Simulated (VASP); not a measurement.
Here is a VASP 6.6.1 calculation.

File INCAR:

```
  PREC = Accurate
  ENCUT = 520
  EDIFF = 1E-6
  ISMEAR = 0
  SIGMA = 0.1
  LREAL = F
  LASPH = T
  NELM = 100
  ALGO = Normal
  ISIF = 2
  LWAVE = F
  LCHARG = T
  GGA = PE
  LELF = T
  LVHAR = T
  NBANDS = 33
```

Contents of KPOINTS:

```
regular mesh
0
Gamma
  4 4 4
```

File POSCAR:

```
BaCaBr4
1.0
    0.0000000000      4.6688279586      4.6688279586
    4.6688279586      0.0000000000      4.6688279586
    4.6688279586      4.6688279586      0.0000000000
Ba Ca Br
1 1 4
Direct
    0.0000000000      0.0000000000      0.0000000000
    0.7500000000      0.7500000000      0.7500000000
    0.8736381845      0.3754539385      0.3754539385
    0.3754539385      0.3754539385      0.3754539385
    0.3754539385      0.8736381845      0.3754539385
    0.3754539385      0.3754539385      0.8736381845
```

Potentials or basis: VASP PAW PBE potentials, release 64 (Ba_sv, Ca_sv, Br).

Launch:

```console
$ cat potpaw_PBE.64/Ba_sv/POTCAR potpaw_PBE.64/Ca_sv/POTCAR potpaw_PBE.64/Br/POTCAR > POTCAR
$ mpirun -np 1 vasp_std > vasp.out
```

Question: Predict the largest force.

Answer: 0.014 eV/Å.

Question: What does it give for the band gap on the k mesh?

Answer: None (metal or under the smearing width).

Question: Predict the pressure.

Answer: 0.2 GPa.

Forces on the atoms (eV/Å):
```
Ba   0.000  0.000  0.000
Ca   0.000  0.000  0.000
Br  -0.008  0.008  0.008
Br  -0.008 -0.008 -0.008
Br   0.008 -0.008  0.008
Br   0.008  0.008 -0.008
```

The run has no spin-orbit coupling, so splittings on Ba are missing.
